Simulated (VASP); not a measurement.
Computed with revPBE GGA, VASP's PBE PAW potentials (set 64) (plane waves; VASP).

VASP input:

INCAR:
```
# general
SYSTEM=AlN
PREC  =Accurate
ENCUT =520
LREAL =.FALSE.
LASPH =.TRUE.

# electronic loop
EDIFF =1E-7
NELM  =100
ALGO  =Normal

# smearing
ISMEAR=0
SIGMA =0.05

# functional
GGA   =RE

# ions
IBRION=2
NSW   =30
ISIF  =4
EDIFFG=-0.01

# output
LWAVE =.FALSE.
LCHARG=.FALSE.
```

### POSCAR
```
AlN
1.0
  1.5558368804  -2.6947885192   0.0000000000
  1.5558368804   2.6947885192   0.0000000000
  0.0000000000   0.0000000000   4.9808827532
Al N
2 2
Cartesian
  1.5558368804  -0.8982646363   2.4905556291
  1.5558368804   0.8982646363   0.0001142525
  1.5558368804  -0.8982646363   4.3930243358
  1.5558368804   0.8982646363   1.9025829592
```

KPOINTS:
```
Automatic mesh
0
Gamma
8 8 5
0 0 0
```

POTCAR, in this order: Al N (PBE.64 set). Program: vasp_std.

Output

### OSZICAR
```
       N       E                     dE             d eps       ncg     rms          rms(c)
DAV:   1     0.573424562031E+02    0.57342E+02   -0.76773E+03   720   0.120E+03
DAV:   2    -0.290155642499E+02   -0.86358E+02   -0.78832E+02  1064   0.226E+02
DAV:   3    -0.331635284701E+02   -0.41480E+01   -0.41295E+01   928   0.541E+01
DAV:   4    -0.331978136461E+02   -0.34285E-01   -0.34278E-01   824   0.571E+00
DAV:   5    -0.331982801506E+02   -0.46650E-03   -0.46649E-03   908   0.693E-01    0.123E+01
DAV:   6    -0.285228431432E+02    0.46754E+01   -0.16454E+01   868   0.312E+01    0.453E+00
DAV:   7    -0.285498094430E+02   -0.26966E-01   -0.64599E-01   788   0.642E+00    0.302E+00
DAV:   8    -0.285577089869E+02   -0.78995E-02   -0.73762E-02   800   0.291E+00    0.478E-01
DAV:   9    -0.285535116348E+02    0.41974E-02   -0.19755E-02   932   0.108E+00    0.245E-01
DAV:  10    -0.285543394634E+02   -0.82783E-03   -0.32400E-03   808   0.437E-01    0.143E-01
DAV:  11    -0.285542345686E+02    0.10489E-03   -0.34983E-04   844   0.147E-01    0.336E-02
DAV:  12    -0.285542392568E+02   -0.46883E-05   -0.14514E-05   764   0.395E-02    0.116E-02
DAV:  13    -0.285542388408E+02    0.41601E-06   -0.10178E-05   888   0.239E-02    0.698E-03
DAV:  14    -0.285542387958E+02    0.44987E-07   -0.75483E-07   832   0.790E-03
   1 F= -.28554239E+02 E0= -.28554239E+02  d E =-.285542E+02
```

OUTCAR:
```
------------------------ aborting loop because EDIFF is reached ----------------------------------------
  FORCE on cell =-STRESS in cart. coord.  units (eV):
  Direction    XX          YY          ZZ          XY          YZ          ZX
  --------------------------------------------------------------------------------------
  Total        1.5826380      1.5826380      1.5751419      0.0000000      0.0000000      0.0000000
  in kB       60.7109592     60.7109590     60.4234069      0.0000000      0.0000000      0.0000000
  external PRESSURE =      60.6151084 kB  Pullay stress =       0.0000000 kB
  volume of cell :       41.77
      direct lattice vectors                 reciprocal lattice vectors
     1.555836880 -2.694788519  0.000000000     0.321370451 -0.185543317  0.000000000
     1.555836880  2.694788519  0.000000000     0.321370451  0.185543317  0.000000000
     0.000000000  0.000000000  4.980882753     0.000000000  0.000000000  0.200767625
  FREE ENERGIE OF THE ION-ELECTRON SYSTEM (eV)
  ---------------------------------------------------
  free  energy   TOTEN  =       -28.5542387958 eV

  energy  without entropy=      -28.5542387958  energy(sigma->0) =      -28.55423880

 reached required accuracy - stopping structural energy minimisation
```
(Selected blocks of OUTCAR.)

### OUTCAR
```
 val. band max:        6.2470321947   @ k =   0.0000   0.0000   0.0000

 cond. band min:      10.4832338080   @ k =   0.0000   0.0000   0.0000


 Fermi energy:         6.4743112660

 k-point     1 :       0.0000    0.0000    0.0000
  band No.  band energies     occupation
      1      -8.9791      2.00000
      2      -6.8518      2.00000
      3       0.2720      2.00000
      4       5.3746      2.00000
      5       5.3746      2.00000
      6       6.0231      2.00000
      7       6.0231      2.00000
      8       6.2470      2.00000
      9      10.4832      0.00000
     10      12.9702      0.00000
     11      16.9246      0.00000
     12      17.4568      0.00000

 k-point     2 :       0.1250   -0.0000    0.0000
  band No.  band energies     occupation
      1      -8.7830      2.00000
      2      -6.7431      2.00000
      3       0.5073      2.00000
      4       4.5122      2.00000
      5       5.1337      2.00000
      6       5.2044      2.00000
      7       5.9858      2.00000
      8       6.1558      2.00000
      9      11.3140      0.00000
     10      13.7022      0.00000
     11      16.0845      0.00000
     12      16.3834      0.00000

 k-point     3 :       0.2500   -0.0000    0.0000
  band No.  band energies     occupation
      1      -8.2363      2.00000
      2      -6.4875      2.00000
      3       1.1833      2.00000
      4       2.7990      2.00000
      5       3.7841      2.00000
      6       4.6722      2.00000
      7       5.8097      2.00000
      8       5.8229      2.00000
      9      12.4765      0.00000
     10      13.8980      0.00000
     11      14.3930      0.00000
     12      16.3490      0.00000

 k-point     4 :       0.3750   -0.0000    0.0000
  band No.  band energies     occupation
      1      -7.4989      2.00000
      2      -6.3042      2.00000
      3       1.3613      2.00000
      4       2.1717      2.00000
      5       2.5888      2.00000
      6       4.2956      2.00000
...
```

The compound is AlN in the wurtzite structure. This cell is one point of a volume scan, at 0.97 of the reference volume.
